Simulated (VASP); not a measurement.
A convergence study with VASP on PtSe2 (1T layered): one setting is varied, all else stays as given below, so the limit is that of these other settings.

```yaml
crystal:
  lattice:
    - [1.86500, -3.23027, 0.00000]
    - [1.86500, 3.23027, 0.00000]
    - [0.00000, 0.00000, 5.08000]
  atoms:
    - { symbol: Pt, position: [0.00000, 0.00000, 0.00000] }
    - { symbol: Se, position: [0.33333, 0.66667, 0.25500] }
    - { symbol: Se, position: [0.66667, 0.33333, 0.74500] }
```

The numbers are results of PBE GGA, VASP's PBE PAW potentials (set 64) (plane waves; VASP), not measurements. The tightest run used: 600 eV cut-off, 6×6×4 Γ-centred mesh, Gaussian smearing of 0.010 eV, potentials Pt Se.

The settings run are ENCUT = 200; ENCUT = 300; ENCUT = 400; ENCUT = 500; ENCUT = 600. From which on does the highest Γ mode stay within 2 cm⁻¹ of the tightest run?

From ENCUT = 300 on: it is off by 0.4 there and by no more than 2 in any finer run, while ENCUT = 200 is off by 3.7.
```csv
setting,highest Γ mode (cm⁻¹),plane waves,difference judged (cm⁻¹)
ENCUT = 200,217.2,413,3.7
ENCUT = 300,220.6,740,0.4
ENCUT = 400,220.9,1128,0.0
ENCUT = 500,221.0,1572,0.0
ENCUT = 600,221.0,2067,0.0
```

Left out are rungs that failed or repeat a setting and relaxations that didn't move; long series are thinned to 24 rows.

The compound is PtSe2 in the 1T layered structure. The cell was not relaxed at this level, forces remain on its atoms.
